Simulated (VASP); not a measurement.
Here is the system:

```
CaO
1.0
    0.00000     2.37918     2.37918
    2.37918     0.00000     2.37918
    2.37918     2.37918     0.00000
Ca O
1 1
Direct
  0.00000   0.00000   0.00000
  0.50000   0.50000   0.50000
```

Level of theory: optB88-vdW, VASP's PBE PAW potentials (set 64) (plane waves; VASP). Numerical set-up: 520 eV cut-off, 9×9×9 Γ-centred mesh, Gaussian smearing of 0.050 eV, potentials Ca_sv O.

**Question.** What does the run give for the energy per atom (σ→0), pressure?

**Answer.** 
energy per atom (σ→0): -4595 meV/atom
pressure: 3.70 GPa

Total energies compare only between runs with the same potentials, cut-off and functional.

The compound is CaO in the rock salt structure. This cell is one point of a volume scan, at 0.97 of the reference volume.
